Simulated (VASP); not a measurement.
Output of a VASP run:

### OSZICAR
```
...
   4 F= -.12302958E+02 E0= -.12301076E+02  d E =-.100892E-01
       N       E                     dE             d eps       ncg     rms          rms(c)
DAV:   1    -0.123030822140E+02   -0.13066E-03   -0.85582E-01   768   0.332E+00    0.218E-01
DAV:   2    -0.123045336401E+02   -0.14514E-02   -0.18476E-02   784   0.510E-01    0.982E-02
DAV:   3    -0.123046703027E+02   -0.13666E-03   -0.17375E-03  1192   0.101E-01    0.413E-02
DAV:   4    -0.123046777016E+02   -0.73989E-05   -0.24215E-05   736   0.134E-02
   5 F= -.12304678E+02 E0= -.12302900E+02  d E =-.171975E-02
       N       E                     dE             d eps       ncg     rms          rms(c)
DAV:   1    -0.122936023559E+02    0.11068E-01   -0.76934E+00   768   0.996E+00    0.648E-01
DAV:   2    -0.123069233352E+02   -0.13321E-01   -0.16863E-01   784   0.154E+00    0.301E-01
DAV:   3    -0.123081552626E+02   -0.12319E-02   -0.15850E-02  1288   0.306E-01    0.131E-01
DAV:   4    -0.123082059351E+02   -0.50673E-04   -0.20116E-04   896   0.430E-02    0.832E-02
DAV:   5    -0.123082277414E+02   -0.21806E-04   -0.88553E-05   840   0.331E-02    0.192E-02
DAV:   6    -0.123082327010E+02   -0.49596E-05   -0.79759E-06   592   0.109E-02
   6 F= -.12308233E+02 E0= -.12306783E+02  d E =-.527475E-02
       N       E                     dE             d eps       ncg     rms          rms(c)
DAV:   1    -0.122450355173E+02    0.63192E-01   -0.30825E+01   768   0.199E+01    0.130E+00
DAV:   2    -0.123025510322E+02   -0.57516E-01   -0.71656E-01   784   0.313E+00    0.629E-01
DAV:   3    -0.123075488352E+02   -0.49978E-02   -0.65588E-02  1280   0.627E-01    0.274E-01
DAV:   4    -0.123077421803E+02   -0.19335E-03   -0.95477E-04  1008   0.936E-02    0.175E-01
DAV:   5    -0.123077981234E+02   -0.55943E-04   -0.39389E-04  1008   0.691E-02    0.461E-02
DAV:   6    -0.123078153438E+02   -0.17220E-04   -0.42509E-05   824   0.191E-02    0.268E-02
DAV:   7    -0.123078273146E+02   -0.11971E-04   -0.10518E-05   640   0.110E-02    0.901E-03
DAV:   8    -0.123078330434E+02   -0.57288E-05   -0.26366E-06   576   0.565E-03
   7 F= -.12307833E+02 E0= -.12307107E+02  d E =-.487509E-02
       N       E                     dE             d eps       ncg     rms          rms(c)
DAV:   1    -0.122927190966E+02    0.15108E-01   -0.86374E+00   768   0.106E+01    0.679E-01
DAV:   2    -0.123078803629E+02   -0.15161E-01   -0.19227E-01   784   0.164E+00    0.318E-01
DAV:   3    -0.123092513506E+02   -0.13710E-02   -0.17895E-02  1304   0.329E-01    0.140E-01
DAV:   4    -0.123093158647E+02   -0.64514E-04   -0.25732E-04   944   0.461E-02    0.885E-02
DAV:   5    -0.123093371341E+02   -0.21269E-04   -0.99499E-05   848   0.355E-02    0.226E-02
DAV:   6    -0.123093405688E+02   -0.34347E-05   -0.93706E-06   600   0.114E-02
   8 F= -.12309341E+02 E0= -.12308236E+02  d E =-.638262E-02
       N       E                     dE             d eps       ncg     rms          rms(c)
DAV:   1    -0.123068425871E+02    0.24945E-02   -0.21666E+00   768   0.620E+00    0.338E-01
DAV:   2    -0.123105940584E+02   -0.37515E-02   -0.49349E-02   768   0.968E-01    0.141E-01
DAV:   3    -0.123109859543E+02   -0.39190E-03   -0.48050E-03  1176   0.190E-01    0.644E-02
DAV:   4    -0.123110055209E+02   -0.19567E-04   -0.85060E-05   880   0.259E-02    0.409E-02
DAV:   5    -0.123110105739E+02   -0.50530E-05   -0.17910E-05   616   0.176E-02
   9 F= -.12311011E+02 E0= -.12309955E+02  d E =-.167001E-02
```

**OUTCAR**
```
------------------------ aborting loop because EDIFF is reached ----------------------------------------
  FORCE on cell =-STRESS in cart. coord.  units (eV):
  Direction    XX          YY          ZZ          XY          YZ          ZX
  --------------------------------------------------------------------------------------
  Total       -0.2261261     -0.3380078      0.0106226      0.0000000      0.0000000      0.2171403
  in kB       -0.3492265     -0.5220153      0.0164054      0.0000000      0.0000000      0.3353490
  external PRESSURE =      -0.2849455 kB  Pullay stress =       0.0000000 kB
  volume of cell :     1037.42
      direct lattice vectors                 reciprocal lattice vectors
    10.239184045  0.000000000  0.000000000     0.097664032  0.000000000  0.000000000
     0.000000000  4.180129123  0.000000000     0.000000000  0.239227060  0.000000000
     0.000000000  0.000000000 24.238123455     0.000000000  0.000000000  0.041257319
 POSITION                                       TOTAL-FORCE (eV/Angst)
 -----------------------------------------------------------------------------------
      8.42741      1.04503      7.98524         0.002781      0.000000     -0.002796
      1.65981      3.13510      9.11067        -0.022498      0.000000     -0.011162
      5.12714      1.04503     10.32934        -0.023301     -0.000000      0.004251
      8.52791      3.13510     11.52414        -0.020210      0.000000      0.003940
      1.71127      1.04503     12.71398         0.020210      0.000000     -0.003940
      5.11205      3.13510     13.90878         0.023301      0.000000     -0.004251
      8.57938      1.04503     15.12746         0.022498      0.000000      0.011162
      1.81178      3.13510     16.25289        -0.002781     -0.000000      0.002796
 -----------------------------------------------------------------------------------
    total drift:                                0.000000     -0.000000     -0.000000
  FREE ENERGIE OF THE ION-ELECTRON SYSTEM (eV)
  ---------------------------------------------------
  free  energy   TOTEN  =       -12.3110105739 eV

  energy  without entropy=      -12.3078427838  energy(sigma->0) =      -12.30995464

 reached required accuracy - stopping structural energy minimisation
```
(Selected blocks of OUTCAR.)

### POSCAR
```
Sr(211) slab
1
   10.2391840452     0.0000000000     0.0000000000
    0.0000000000     4.1801291232    -0.0000000000
   -0.0000000000    -0.0000000000    24.2381234550
Sr
8
Direct
  0.8333330000   0.2500000000   0.3257520000
  0.1666670000   0.7500000000   0.3755370000
  0.5000000000   0.2500000000   0.4253220000
  0.8333330000   0.7500000000   0.4751070000
  0.1666670000   0.2500000000   0.5248930000
  0.5000000000   0.7500000000   0.5746780000
  0.8333330000   0.2500000000   0.6244630000
  0.1666670000   0.7500000000   0.6742480000
```

**Question.** Reconstruct the remaining input files.

**Answer.** One answer among several that fit: the input of the run itself, PBEsol GGA, plane waves, VASP's PBE PAW potentials (set 64).

File KPOINTS:
```
Regular mesh
0
G
3 7 1
```

INCAR:
```
SYSTEM=Sr(211) slab
PREC=Normal; ENCUT=400; LREAL=F
LASPH=T
EDIFF=1E-5; NELM=100; NELMIN=4
ALGO=Normal; LMAXMIX=4
ISMEAR=1; SIGMA=0.1
GGA=PS
IBRION=2; NSW=50; ISIF=2
EDIFFG=-0.03
LWAVE=T; LCHARG=F
DIPOL=0.5 0.5 0.5
LDIPOL=T; IDIPOL=3
```

POTCAR, in this order: Sr_sv (PBE.64 set). Program: vasp_std.

The cell is a thin slab with vacuum, built from Sr (fcc): (211) face.
